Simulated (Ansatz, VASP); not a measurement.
**Two plane-wave programs on P4Pt**

```xyz
5
Lattice="4.6194 0.0000 0.0000 0.0000 4.6194 0.0000 0.0000 0.0000 4.6194" Properties=species:S:1:pos:R:3 pbc="T T T"
P     0.0000    2.3097    2.3097
P     2.3097    0.0000    2.3097
P     2.3097    2.3097    0.0000
P     0.0000    0.0000    0.0000
Pt    2.3097    2.3097    2.3097
```

Alike in both runs: task relaxation of cell and atoms; functional PBE; k mesh 4 × 4 × 4; occupations gaussian, width 0.1 eV; no spin polarisation.

|  | VASP | Ansatz |
| --- | --- | --- |
| version | VASP 6.6.1 | Ansatz 0.2.0 |
| potentials or method | VASP PAW PBE potentials, release 64 (P, Pt) | scalar-relativistic, plane waves, PAW |
| plane-wave cutoff (eV) | 600 | 420 |
| valence electrons in the cell | 30 | 38 |

Ansatz gave:

| Quantity | Value |
| --- | --- |
| gap on the k mesh at the Fermi level, each at its own relaxed structure (eV) | none |
| relaxed volume (Å³/atom) | 20.47 |
| relaxed cell length with the largest relative difference (Å) | 4.677 |
| energy change over the relaxation (meV/atom) | -9 |

Task: Which values does VASP return?

Result: gap on the k mesh at the Fermi level, each at its own relaxed structure (eV): none; relaxed volume (Å³/atom): 20.46; relaxed cell length with the largest relative difference (Å): 4.677; energy change over the relaxation (meV/atom): -8.

A gap of «none» marks a metal or a gap that the smearing closes. The two sets of potentials don't hold the same shells in valence.

The runs have no spin-orbit coupling, so splittings on Pt are missing.
